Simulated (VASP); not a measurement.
OSZICAR of a VASP run on Rb (bcc):

**OSZICAR**
```
       N       E                     dE             d eps       ncg     rms          rms(c)
DAV:   1     0.361209552344E+02    0.36121E+02   -0.33940E+03   464   0.805E+02
DAV:   2    -0.136750908598E+02   -0.49796E+02   -0.49097E+02   544   0.144E+02
DAV:   3    -0.168967049510E+02   -0.32216E+01   -0.32217E+01   600   0.430E+01
DAV:   4    -0.170096795405E+02   -0.11297E+00   -0.11298E+00   808   0.732E+00
DAV:   5    -0.170102774415E+02   -0.59790E-03   -0.59787E-03   640   0.422E-01    0.945E-01
DAV:   6    -0.145247836928E+02    0.24855E+01   -0.12333E+00   464   0.579E+00    0.772E-01
DAV:   7    -0.136213048238E+02    0.90348E+00   -0.30563E-01   472   0.551E+00    0.596E-01
DAV:   8    -0.140810547411E+02   -0.45975E+00   -0.16167E-01   464   0.491E+00    0.417E-01
DAV:   9    -0.137124026299E+02    0.36865E+00   -0.68630E-02   496   0.338E+00    0.134E-01
DAV:  10    -0.139105452324E+02   -0.19814E+00   -0.21717E-01   544   0.423E+00    0.138E-01
DAV:  11    -0.139135098254E+02   -0.29646E-02   -0.42681E-03   800   0.637E-01    0.142E-01
DAV:  12    -0.139267780043E+02   -0.13268E-01   -0.10335E-02   480   0.140E+00    0.920E-02
DAV:  13    -0.139268364448E+02   -0.58441E-04   -0.26360E-03   480   0.791E-01    0.861E-02
DAV:  14    -0.139095209277E+02    0.17316E-01   -0.32847E-02   472   0.246E+00    0.400E-02
DAV:  15    -0.139213266301E+02   -0.11806E-01   -0.18387E-02   464   0.186E+00    0.427E-02
DAV:  16    -0.139115345817E+02    0.97920E-02   -0.15399E-02   464   0.141E+00    0.350E-02
DAV:  17    -0.139117119023E+02   -0.17732E-03   -0.27896E-03   544   0.641E-01    0.296E-02
DAV:  18    -0.139120263169E+02   -0.31441E-03   -0.19520E-03   464   0.591E-01    0.232E-02
DAV:  19    -0.139122586334E+02   -0.23232E-03   -0.35962E-04   496   0.301E-01    0.184E-02
DAV:  20    -0.139123092524E+02   -0.50619E-04   -0.48605E-05   568   0.791E-02    0.172E-02
DAV:  21    -0.139123421823E+02   -0.32930E-04   -0.19246E-04   480   0.968E-02    0.159E-02
DAV:  22    -0.139124196420E+02   -0.77460E-04   -0.94214E-05   560   0.127E-01    0.104E-02
DAV:  23    -0.139123510105E+02    0.68632E-04   -0.70619E-05   472   0.125E-01    0.899E-03
DAV:  24    -0.139123378118E+02    0.13199E-04   -0.57402E-06   552   0.317E-02    0.814E-03
DAV:  25    -0.139123787945E+02   -0.40983E-04   -0.30805E-05   472   0.624E-02    0.486E-03
DAV:  26    -0.139123739777E+02    0.48169E-05   -0.44608E-06   560   0.272E-02    0.363E-03
DAV:  27    -0.139123774774E+02   -0.34997E-05   -0.22512E-06   472   0.272E-02    0.342E-03
DAV:  28    -0.139123756159E+02    0.18615E-05   -0.34833E-07   560   0.784E-03    0.332E-03
DAV:  29    -0.139123722236E+02    0.33924E-05   -0.15454E-06   472   0.113E-02    0.313E-03
DAV:  30    -0.139123753419E+02   -0.31183E-05   -0.91746E-07   496   0.116E-02    0.230E-03
DAV:  31    -0.139123757387E+02   -0.39685E-06   -0.60166E-07   480   0.119E-02
   1 F= -.13912376E+02 E0= -.13912018E+02  d E =-.139124E+02
```

Task: Which electronic solver shows in the log?

Result: It is blocked Davidson (ALGO = Normal, or the opening steps of other solvers). The INCAR had ALGO = Normal.

Task: Can the final energy be trusted as converged?

Result: The run converged. It stopped with EDIFF = 1E-6, NELM = 100, NSW = 60 and EDIFFG = -0.01 after 1 ionic step (r2SCAN meta-GGA, plane waves, VASP's PBE PAW potentials (set 64)).

The compound is Rb in the bcc structure. It was relaxed first, which changed the volume by +6 %. The start is the result of an earlier pass.
